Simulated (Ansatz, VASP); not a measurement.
TiHg in VASP and in Ansatz

Contents of INCAR:

```
  ALGO = Normal
  EDIFF = 1E-7
  EDIFFG = -0.005
  ENCUT = 600
  GGA = CA
  IBRION = 2
  ISIF = 3
  ISMEAR = 0
  LASPH = True
  LCHARG = False
  LREAL = False
  LWAVE = False
  NELM = 100
  NSW = 100
  PREC = Accurate
  SIGMA = 0.1
```

The input KPOINTS:

```
k-points
0
Gamma
  14 14 10
```

Contents of POSCAR:

```
TiHg
1.0
    3.0090000000      0.0000000000      0.0000000000
    0.0000000000      3.0090000000      0.0000000000
    0.0000000000      0.0000000000      4.0410000000
Ti Hg
1 1
Direct
    0.5000000000      0.5000000000      0.5000000000
    0.0000000000      0.0000000000      0.0000000000
```

Input for Ansatz:

```yaml
crystal:
  lattice:
    - [3.009, 0.0, 0.0]
    - [0.0, 3.009, 0.0]
    - [0.0, 0.0, 4.041]
  atoms:
    - { symbol: Ti, position: [0.5, 0.5, 0.5] }
    - { symbol: Hg, position: [0.0, 0.0, 0.0] }
basis:
  ecutwfc: 420
kpoints:
  mp_grid: { grid: [14, 14, 10] }
hamiltonian:
  xc: lda
scf:
  occupations: { method: gaussian, width: 0.1 }
output:
  forces: true
  stress: true
  eigenvalues: true
  write_density: true
  write_potential: true
  elf: true
  volumetric_format: npy
relax:
  adjacent_minimum: "off"
  f_tol: 0.005
  max_steps: 80
  cell: { stress_tol: 0.05 }
```

Alike in both runs: task relaxation of cell and atoms; functional LDA; k mesh 14 × 14 × 10; occupations gaussian, width 0.1 eV; no spin polarisation.

|  | VASP | Ansatz |
| --- | --- | --- |
| version | VASP 6.6.1 | Ansatz 0.2.0 |
| potentials or method | VASP PAW LDA potentials, release 64 (Ti_sv, Hg) | scalar-relativistic, plane waves, PAW |
| plane-wave cutoff (eV) | 600 | 420 |
| valence electrons in the cell | 24 | 32 |

```tsv
	VASP	Ansatz	Ansatz less VASP
gap on the k mesh at the Fermi level, each at its own relaxed structure (eV)	none	none	-
relaxed volume (Å³/atom)	17.42	17.27	-0.151
relaxed cell length with the largest relative difference (Å)	2.939	2.929	-0.0100
energy change over the relaxation (meV/atom)	-18	-24	-6.3
```

A gap of «none» marks a metal or a gap that the smearing closes. The two sets of potentials don't hold the same shells in valence.

The runs have no spin-orbit coupling, so splittings on Hg are missing. LDA usually gives volumes a few per cent too small. Zero-point motion and thermal expansion aren't in these numbers.
